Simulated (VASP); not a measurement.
Given:

```xyz
6
Lattice="1.5619 -2.7052 0.0000 1.5619 2.7052 0.0000 0.0000 0.0000 12.0690" Properties=species:S:1:pos:R:3 pbc="T T T"
Mo     1.5619     0.9017     3.0173
Mo     1.5619    -0.9017     9.0518
S      1.5619     0.9017    10.6058
S      1.5619    -0.9017     4.5713
S      1.5619    -0.9017     1.4633
S      1.5619     0.9017     7.4978
```

Computed with LDA (Ceperley-Alder, Perdew-Zunger), VASP's LDA PAW potentials (set 64) (plane waves; VASP). Run with 520 eV cut-off, 10×10×3 Γ-centred mesh, Gaussian smearing of 0.050 eV, potentials Mo_sv S.

Problem. Predict the energy per atom (σ→0).

Solution. 
- energy per atom (σ→0) = -8.160 eV/atom

The absolute energy has meaning only against runs of the same code, potentials and settings.

The compound is MoS2 in the 2H layered structure. It was relaxed first.
